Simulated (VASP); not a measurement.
Data:

```xyz
2
Lattice="0.0000 2.3204 2.3204 2.3204 0.0000 2.3204 2.3204 2.3204 0.0000" Properties=species:S:1:pos:R:3 pbc="T T T"
Hf     0.0000     0.0000     0.0000
C      2.3204     2.3204     2.3204
```

Level of theory: TPSS meta-GGA, VASP's PBE PAW potentials (set 64) (plane waves; VASP 6.6.1). Settings: 520 eV cut-off, 14×14×14 Γ-centred mesh, first-order Methfessel-Paxton smearing of 0.10 eV, potentials Hf_pv C.

Unless said otherwise, spin-orbit coupling is left out, though it shifts the bands of the heavy elements here.

**Question.** Predict the energy per atom (σ→0), band gap (on the k-mesh) with the smallest direct gap where there is one.

**Answer.** 
```yaml
band gap (on the k-mesh): none (metal, semimetal or under 0.01 eV)
energy per atom (σ→0): -1176.4 kJ/mol of atoms
```

Total energies compare only between runs with the same potentials, cut-off and functional.

The compound is HfC in the rock salt structure. It was relaxed first.
